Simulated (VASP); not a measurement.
Method: optB86b-vdW, VASP's PBE PAW potentials (set 64) (plane waves; VASP 6.6.1).

VASP ran on this input.

File POSCAR:
```
Ni3Si
1
    3.4868404848     0.0000000000     0.0000000000
    0.0000000000     3.4868404848     0.0000000000
    0.0000000000     0.0000000000     3.4868404848
Si Ni
1 3
Direct
  0.0000000000   0.0000000000   0.0000000000
  0.0000000000   0.5000000000   0.5000000000
  0.5000000000   0.0000000000   0.5000000000
  0.5000000000   0.5000000000   0.0000000000
```

### INCAR
```
AGGAC=0.0
ALGO=Normal
EDIFF=1E-7
ENCUT=520
GGA=MK
ISIF=2
ISMEAR=-5
LASPH=.True.
LCHARG=.True.
LEFG=.True.
LMAXMIX=4
LORBIT=11
LREAL=.False.
LUSE_VDW=.True.
LWAVE=.False.
NEDOS=601
NELM=100
PARAM1=0.1234
PARAM2=1.0
PREC=Accurate
SYSTEM=Ni3Si
```

**KPOINTS**
```
Automatic
0
G
 10 10 10
0 0 0
```

POTCAR, in this order: Si Ni (PBE.64 set). Program: vasp_std.

What VASP printed:

### OSZICAR
```
       N       E                     dE             d eps       ncg     rms          rms(c)
DAV:   1     0.210103802980E+03    0.21010E+03   -0.15785E+04  2368   0.217E+03
DAV:   2    -0.706736199106E+01   -0.21717E+03   -0.20970E+03  2352   0.375E+02
DAV:   3    -0.181612872327E+02   -0.11094E+02   -0.10712E+02  2553   0.113E+02
DAV:   4    -0.184178003163E+02   -0.25651E+00   -0.25523E+00  2696   0.152E+01
DAV:   5    -0.184271637200E+02   -0.93634E-02   -0.93409E-02  2783   0.277E+00    0.195E+01
DAV:   6    -0.181263396627E+02    0.30082E+00   -0.52501E+01  2706   0.119E+02    0.161E+01
DAV:   7    -0.149106219285E+02    0.32157E+01   -0.15225E+01  2588   0.657E+01    0.415E+00
DAV:   8    -0.148633832719E+02    0.47239E-01   -0.65374E-01  2443   0.645E+00    0.141E+00
DAV:   9    -0.148467426244E+02    0.16641E-01   -0.32130E-02  3166   0.258E+00    0.534E-01
DAV:  10    -0.148444834740E+02    0.22592E-02   -0.31925E-03  3147   0.452E-01    0.217E-01
DAV:  11    -0.148440772691E+02    0.40620E-03   -0.70750E-04  3579   0.319E-01    0.567E-02
DAV:  12    -0.148440764396E+02    0.82948E-06   -0.10834E-04  2553   0.126E-01    0.146E-02
DAV:  13    -0.148440776380E+02   -0.11984E-05   -0.79609E-06  2704   0.193E-02    0.855E-03
DAV:  14    -0.148440779663E+02   -0.32833E-06   -0.53895E-07  2623   0.817E-03    0.351E-03
DAV:  15    -0.148440777467E+02    0.21961E-06   -0.17024E-07  1425   0.602E-03    0.941E-04
DAV:  16    -0.148440778707E+02   -0.12396E-06   -0.25472E-08  1291   0.148E-03    0.307E-04
DAV:  17    -0.148440778353E+02    0.35413E-07   -0.83294E-09  1301   0.105E-03
   1 F= -.14844078E+02 E0= -.14844078E+02  d E =0.000000E+00
```

**OUTCAR**
```
------------------------ aborting loop because EDIFF is reached ----------------------------------------
  FORCE on cell =-STRESS in cart. coord.  units (eV):
  Direction    XX          YY          ZZ          XY          YZ          ZX
  --------------------------------------------------------------------------------------
  Total       -0.0043027     -0.0043027     -0.0043027     -0.0000000     -0.0000000     -0.0000000
  in kB       -0.1626120     -0.1626120     -0.1626120     -0.0000000     -0.0000000     -0.0000000
  external PRESSURE =      -0.1626120 kB  Pullay stress =       0.0000000 kB
  volume of cell :       42.39
      direct lattice vectors                 reciprocal lattice vectors
     3.486840485  0.000000000  0.000000000     0.286792586  0.000000000  0.000000000
     0.000000000  3.486840485  0.000000000     0.000000000  0.286792586  0.000000000
     0.000000000  0.000000000  3.486840485     0.000000000  0.000000000  0.286792586
 POSITION                                       TOTAL-FORCE (eV/Angst)
 -----------------------------------------------------------------------------------
      0.00000      0.00000      0.00000         0.000000      0.000000      0.000000
      0.00000      1.74342      1.74342         0.000000      0.000000      0.000000
      1.74342      0.00000      1.74342         0.000000      0.000000      0.000000
      1.74342      1.74342      0.00000         0.000000      0.000000      0.000000
 -----------------------------------------------------------------------------------
    total drift:                                0.000000      0.000000      0.000000
  FREE ENERGIE OF THE ION-ELECTRON SYSTEM (eV)
  ---------------------------------------------------
  free  energy   TOTEN  =       -14.8440778353 eV

  energy  without entropy=      -14.8440778353  energy(sigma->0) =      -14.84407784

 total charge

# of ion       s       p       d       tot
------------------------------------------
    1        0.733   0.831   0.000   1.564
    2        0.494   0.585   8.436   9.516
    3        0.494   0.585   8.436   9.516
    4        0.494   0.585   8.436   9.516
--------------------------------------------------
tot          2.215   2.587  25.308  30.111

 Electric field gradients after diagonalization (V/A^2)
 (convention: |V_zz| > |V_xx| > |V_yy|)
----------------------------------------------------------------------
 ion       V_xx      V_yy      V_zz     asymmetry (V_yy - V_xx)/ V_zz
----------------------------------------------------------------------
   1       0.000    -0.000     0.000      -0.158
   2      21.882    21.882   -43.764       0.000
   3      21.882    21.882   -43.764       0.000
   4      21.882    21.882   -43.764       0.000
```
(Selected blocks of OUTCAR.)

OUTCAR:
```
 val. band max:       10.7726882015   @ k =   0.1000   0.1000   0.0000

 cond. band min:      10.7311470915   @ k =   0.4000   0.4000   0.4000


 Fermi energy:        10.7745336555

 k-point     1 :       0.0000    0.0000    0.0000
  band No.  band energies     occupation
      1      -1.2275      2.00000
      2       5.8358      2.00000
      3       6.6630      2.00000
      4       6.6630      2.00000
      5       7.1813      2.00000
      6       7.1813      2.00000
      7       7.1813      2.00000
      8       9.2059      2.00000
      9       9.2059      2.00000
     10       9.2059      2.00000
     11       9.9138      2.00000
     12       9.9138      2.00000
     13       9.9138      2.00000
     14      10.1567      2.00000
     15      10.1567      2.00000
     16      10.4861      2.00000
     17      10.8325     -0.13377
     18      10.8325      0.00000
     19      10.8325      0.00000
     20      15.7710      0.00000
     21      17.2354      0.00000

 k-point     2 :       0.1000    0.0000    0.0000
  band No.  band energies     occupation
      1      -1.1089      2.00000
      2       5.8584      2.00000
      3       6.5001      2.00000
      4       6.7472      2.00000
      5       7.1717      2.00000
      6       7.1717      2.00000
      7       7.2160      2.00000
      8       8.9852      2.00000
      9       8.9852      2.00000
     10       9.1678      2.00000
     11       9.5477      2.00000
     12      10.0053      2.00000
     13      10.0053      2.00000
     14      10.1587      2.00000
     15      10.1710      2.00000
     16      10.4368      2.00000
     17      10.8326     -0.27516
     18      11.0684      0.00000
     19      11.0684      0.00000
     20      16.0226      0.00000
     21      17.2103      0.00000

 k-point     3 :       0.2000    0.0000    0.0000
  band No.  band energies     occupation
      1      -0.7600      2.00000
      2       5.5641      2.00000
      3       6.3091      2.00000
...
```

For a metal the tetrahedron method with Blöchl corrections gives inexact stress and forces.

The compound is Ni3Si in the L1_2 structure. It was relaxed first. The run is not spin-polarised, so no magnetic state was tried.
